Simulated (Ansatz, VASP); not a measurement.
# SiBi: VASP beside Ansatz, part 2 of 2

One calculation is typed for both programs; each brings its own data sets. How far apart do they land? The cell is generated by rule, not measured, and may not be a known phase. The cell is taken from a series of runs on this material, whose earlier steps may have relaxed, scaled, displaced or heated it; both programs get it as it stands.

VASP 6.6.1 and Ansatz 0.2.0.

So far: The starting structure; Ansatz: zone-centre phonons, LDA, pair 1; VASP: zone-centre phonons, LDA, pair 1.

## (3) VASP: zone-centre phonons, LDA, pair 1 (continued)

Level of this step: LDA; plane waves and PAW (Si, Bi_d); invented cell (VASP).

Numbers of over 12 decimals in the logs are rounded to 6 here.

Parts of OUTCAR (step 3):

```text
ion  position               nearest neighbor table
   1  0.000  0.000  0.000-   2 2.88   2 2.88   2 2.88   2 2.88   2 2.88   2 2.88
   2  0.500  0.500  0.500-   1 2.88   1 2.88   1 2.88   1 2.88   1 2.88   1 2.88

  LATTYP: Found a face centered cubic cell.
 ALAT       =     5.7623073656

 Subroutine GETGRP returns: Found 48 space group operations
 (whereof 48 operations were pure point group operations)

The static configuration has the point symmetry O_h .

 Found     72 irreducible k-points:

   k-points           NKPTS =     72   k-points in BZ     NKDIM =     72   number of bands    NBANDS=     15

   dimension x,y,z NGX =    30 NGY =   30 NGZ =   30
   dimension x,y,z NGXF=    60 NGYF=   60 NGZF=   60

   ENCUT  =  500.0 eV  36.75 Ry    6.06 a.u.   7.43  7.43  7.43*2*pi/ulx,y,z

   NELECT =      19.0000    total number of electrons

 k-points in reciprocal lattice and weights: Automatic mesh
   0.00000000  0.00000000  0.00000000       0.001
   0.08333333  0.00000000  0.00000000       0.005
   0.16666667  0.00000000  0.00000000       0.005
   0.25000000  0.00000000  0.00000000       0.005
   0.33333333  0.00000000  0.00000000       0.005
   0.41666667  0.00000000  0.00000000       0.005
   0.50000000  0.00000000  0.00000000       0.002
   0.08333333  0.08333333  0.00000000       0.003
   0.16666667  0.08333333  0.00000000       0.014
[...]
-0.33333333  0.50000000  0.16666667       0.007
  -0.25000000  0.50000000  0.25000000       0.003

 average (electrostatic) potential at core
       1 -83.5883       2-103.1332

  Total        0.0225776      0.0225776      0.0225776     -0.0000000      0.0000000     -0.0000000
  in kB        0.7562392      0.7562392      0.7562392     -0.0000000      0.0000000     -0.0000000
  external PRESSURE =       0.7562392 kB  Pullay stress =       0.0000000 kB

  energy-cutoff  :      500.00
  volume of cell :       47.83
      direct lattice vectors                 reciprocal lattice vectors
     0.000000000  2.881153683  2.881153683    -0.173541593  0.173541593  0.173541593
     2.881153683  0.000000000  2.881153683     0.173541593 -0.173541593  0.173541593
     2.881153683  2.881153683  0.000000000     0.173541593  0.173541593 -0.173541593

 POSITION                                       TOTAL-FORCE (eV/Angst)
 -----------------------------------------------------------------------------------
      0.00000      0.00000      0.00000         0.000000      0.000000      0.000000
      2.88115      2.88115      2.88115        -0.000000     -0.000000     -0.000000
 -----------------------------------------------------------------------------------
    total drift:                                0.000000     -0.000000      0.000000

 Eigenvectors and eigenvalues of the dynamical matrix
 ----------------------------------------------------

   1 f  =    4.230282 THz    26.579647 2PiTHz  141.107024 cm-1    17.495033 meV
             X         Y         Z           dx          dy          dz
      0.000000  0.000000  0.000000     0.939660   -0.000000    0.000000
      2.881154  2.881154  2.881154    -0.342109    0.000000    0.000000

   2 f  =    4.230282 THz    26.579647 2PiTHz  141.107024 cm-1    17.495033 meV
             X         Y         Z           dx          dy          dz
      0.000000  0.000000  0.000000     0.000000    0.939660    0.000000
      2.881154  2.881154  2.881154     0.000000   -0.342109    0.000000

   3 f  =    4.230282 THz    26.579647 2PiTHz  141.107024 cm-1    17.495033 meV
             X         Y         Z           dx          dy          dz
      0.000000  0.000000  0.000000     0.000000    0.000000   -0.939660
      2.881154  2.881154  2.881154     0.000000    0.000000    0.342109

   4 f/i=    0.009389 THz     0.058992 2PiTHz    0.313180 cm-1     0.038829 meV
             X         Y         Z           dx          dy          dz
      0.000000  0.000000  0.000000     0.341777    0.015074    0.000257
      2.881154  2.881154  2.881154     0.938747    0.041402    0.000705

   5 f/i=    0.009389 THz     0.058992 2PiTHz    0.313180 cm-1     0.038829 meV
             X         Y         Z           dx          dy          dz
      0.000000  0.000000  0.000000    -0.000393    0.003084    0.342095
      2.881154  2.881154  2.881154    -0.001079    0.008470    0.939621

   6 f/i=    0.009389 THz     0.058992 2PiTHz    0.313180 cm-1     0.038829 meV
             X         Y         Z           dx          dy          dz
      0.000000  0.000000  0.000000     0.015071   -0.341763    0.003098
      2.881154  2.881154  2.881154     0.041394   -0.938709    0.008509

 ELASTIC MODULI CONTR FROM IONIC RELAXATION (kBar)
 Direction    XX          YY          ZZ          XY          YZ          ZX
 --------------------------------------------------------------------------------
 XX           0.0000      0.0000      0.0000      0.0000      0.0000      0.0000
 YY           0.0000      0.0000      0.0000      0.0000      0.0000      0.0000
 ZZ           0.0000      0.0000      0.0000      0.0000      0.0000      0.0000
 XY           0.0000      0.0000      0.0000      0.0000      0.0000      0.0000
 YZ           0.0000      0.0000      0.0000      0.0000      0.0000      0.0000
 ZX           0.0000      0.0000      0.0000      0.0000      0.0000      0.0000
 --------------------------------------------------------------------------------
```

## (4) Side by side

Known differences besides the potentials themselves: the two LDA forms differ slightly; the cutoff is 420 eV in Ansatz and 500 eV in VASP; VASP's log shows a relativistic correction to its local exchange, Ansatz's none. Total energies have different zeros and are not compared.

Both answers:

```csv
quantity,Ansatz,VASP,difference
optical mode 1 to 3 (cm⁻¹),140.2,141.1,-0.62 %
```

Modes are paired by rising frequency, not by their patterns, so a pair may set unlike modes beside each other; they are those without the splitting of longitudinal modes.

## (5) Ansatz: zone-centre phonons, LDA, pair 2

Second derivatives magnify differences that forces hide, and they need a tight electronic threshold.

The cell is taken from a series of runs on this material, whose earlier steps may have relaxed, scaled, displaced or heated it; both programs get it as it stands.

input.yaml

```yaml
crystal:
  lattice:
    - [0.0, 2.8811536828, 2.8811536828]
    - [2.8811536828, 0.0, 2.8811536828]
    - [2.8811536828, 2.8811536828, 0.0]
  atoms:
    - { symbol: Si, position: [0.0, 0.0, 0.0] }
    - { symbol: Bi, position: [0.5, 0.5, 0.5] }
kpoints:
  mp_grid: { grid: [12, 12, 12] }
hamiltonian:
  xc: lda
scf:
  occupations: { method: methfessel_paxton, width: 0.2 }
output:
  eigenvalues: true
phonons:
  method: dfpt
  qmesh: [2, 2, 2]
  temperatures: { t_max: 1000, t_step: 50 }
  qpath:
    path:
      - [[0.0, 0.0, 0.0], [0.5, 0.0, 0.5], [0.625, 0.25, 0.625]]
      - [[0.375, 0.375, 0.75], [0.0, 0.0, 0.0], [0.5, 0.5, 0.5], [0.5, 0.25, 0.75], [0.5, 0.0, 0.5]]
    npoints: 10
basis:
  ecutwfc: 360
```

Command:

```console
$ ansatz run input.yaml --threads 4 --pin off --max-ram 14336MiB --backend cpu --events-out ev --progress --plain --runs-dir out
```

What it wrote:

```text
Warning: basis.ecutwfc = 360 eV is below the records' recommended 420 eV, and the density's cutoff is lower with it unless basis.ecutrho_ratio is high enough to keep the records' density cutoff: compare with a run at a higher cutoff
[...]
Crystal: 2 atoms, lattice volume = 47.833 Å³
Basis set: ecut = 360 eV, 725 PW (Γ), exchange–correlation on 54×54×54 points (8 copies of the dense FFT grid, shifted against one another)
[...]
largest difference from the sums on the solved wave vectors: F 3.35e-2 eV, S 6.58e-5 and C_V 3.23e-5 eV/K
  zero-point energy: 0.048518 eV/cell   skipped modes (ω ≤ 0): 3   left out of the sums: 6.25e-5 of the cell's modes: C_V's classical limit lies that fraction below 3 k_B per atom; for a crystal, a wire or a layer, F and S can be off by more, and a phonons.interpolated_qmesh denser along its periods is the remedy for the sampling
[key lines of the parts left out:]
SCF converged after 9 iterations
Free energy (F): -12693.753553 eV
Fermi energy:    10.244765 eV
```

## (6) VASP: zone-centre phonons, LDA, pair 2

The same cell, functional (in two slightly different forms), mesh and smearing now go to VASP, with its own data sets.

INCAR

```
SYSTEM = SiBi
PREC = Accurate
ENCUT = 500
EDIFF = 1E-08
NELM = 120
ISMEAR = 1
SIGMA = 0.2
LREAL = .FALSE.
ALGO = Normal
GGA = CA
NBANDS = 15
LORBIT = 11
LWAVE = .FALSE.
LCHARG = .FALSE.
ISIF = 2
IBRION = 8
LASPH = .TRUE.
GGA_COMPAT = .FALSE.
KPAR = 2
```

POSCAR

```
SiBi
1.0
    0.0000000000      2.8811536828      2.8811536828
    2.8811536828      0.0000000000      2.8811536828
    2.8811536828      2.8811536828      0.0000000000
Si Bi
1 1
Direct
    0.0000000000      0.0000000000      0.0000000000
    0.5000000000      0.5000000000      0.5000000000
```

KPOINTS

```
Automatic mesh
0
Gamma
12 12 12
0 0 0
```

The projector-augmented-wave data sets are Si and Bi_d (LDA family, release 64).

Command:

```console
$ mpirun -np 2 vasp_std
```

What it wrote:

```text
[... set-up lines as in an earlier step ...]
 entering main loop
       N       E                     dE             d eps       ncg     rms          rms(c)
[... 13 cycles as in an earlier step ...]
   1 F= -.97723263E+01 E0= -.97722213E+01  d E =-.314917E-03
 Linear response reoptimize wavefunctions to high precision
[... 2 cycles as in an earlier step ...]
 Linear response DOF=           2
 Linear response progress:
  Degree of freedom:   1/  2
       N       E                     dE             d eps       ncg     rms          rms(c)
[... 11 cycles as in an earlier step ...]
 first order change of Fermi-energy   0.12215E-03
 force on displaced ion       1 direction 1 :  -1.816   0.000   0.000
 Linear response progress:
  Degree of freedom:   2/  2
       N       E                     dE             d eps       ncg     rms          rms(c)
[... 14 cycles as in an earlier step ...]
 first order change of Fermi-energy  -0.27755E-04
 force on displaced ion       2 direction 1 :  -1.791   0.000   0.000
 Linear response finished
```

From OUTCAR (step 6):

```text
[... 4 parts as in an earlier step ...]
```

## (7) Comparison

What differs besides the data sets and the points named for the pairs above, as far as they apply: VASP's run holds the zone centre alone; the cutoff is 360 eV in Ansatz and 500 eV in VASP; Ansatz's log warns that its cutoff lies below the recommended one. Total energies have different zeros and are not compared.

Compared:

```csv
quantity,Ansatz,VASP,difference
optical mode 1 to 3 (cm⁻¹),140.2,141.1,-0.66 %
```

Modes are paired by rising frequency, not by their patterns, so a pair may set unlike modes beside each other; they are those without the splitting of longitudinal modes.

## (8) What came out

- r.m.s. difference of the optical zone-centre modes, each program's sorted by frequency (zone-centre phonons, LDA, pair 1): 0.88 cm⁻¹
- difference in optical mode 1 to 3 (zone-centre phonons, LDA, pair 1): -0.6 %
- r.m.s. difference of the optical zone-centre modes, each program's sorted by frequency (zone-centre phonons, LDA, pair 2): 0.94 cm⁻¹
- difference in optical mode 1 to 3 (zone-centre phonons, LDA, pair 2): -0.7 %

What this shows: The r.m.s. difference of the optical zone-centre modes, each program's sorted by frequency is 0.88 cm⁻¹ (zone-centre phonons, LDA, pair 1). Among the rows given in per cent, the largest difference of the zone-centre phonons, LDA, pair 1 pair is in optical mode 1 to 3, -0.6 %. Among the rows given in per cent, the largest difference of the zone-centre phonons, LDA, pair 2 pair is in optical mode 1 to 3, -0.7 %. 2 further runs of this series are not shown here. Such differences can come from data sets, numerical settings and the points named under the comparisons, not from the functional's error against experiment.

[Lines on the potential files, build, host, timing and source positions are cut from VASP's logs without a mark.]

[Logs are printed without paths, hosts, clocks, repeated set-up lines and the standing remarks that a program may print on its own settings, such as how far it seeks lower states.]

[Hosts, paths, dates, database ids (printed as entryN), source tags and the programs' standing remarks are cut or masked in the printed files.]
